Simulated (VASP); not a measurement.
Input:

```xyz
2
Lattice="3.8154 0.0000 0.0000 0.0000 3.8154 0.0000 0.0000 0.0000 3.8154" Properties=species:S:1:pos:R:3 pbc="T T T"
Tl     0.0000     0.0000     0.0000
Cl     1.9077     1.9077     1.9077
```

Calculation: PBE0 hybrid, VASP's PBE PAW potentials (set 64) (plane waves; VASP). Settings: 520 eV cut-off, 6×6×6 Γ-centred mesh, Gaussian smearing of 0.050 eV, potentials Tl_d Cl.

Unless said otherwise, spin-orbit coupling is left out, though it shifts the bands of the heavy elements here.

Problem. Estimate the energy per atom (σ→0), pressure, band gap (on the k-mesh) with the smallest direct gap where there is one.

Solution. 
| Property | Value |
|---|---|
| band gap (on the k-mesh) | 3.44 eV |
| smallest direct gap (on the k-mesh) | 3.44 eV |
| energy per atom (σ→0) | -3.904 eV/atom |
| pressure | 1.19 GPa |

Total energies compare only between runs with the same potentials, cut-off and functional.

The compound is TlCl in the CsCl type structure. This cell is one point of a volume scan, at 0.94 of the reference volume. The cell's shape comes from a PBE relaxation.
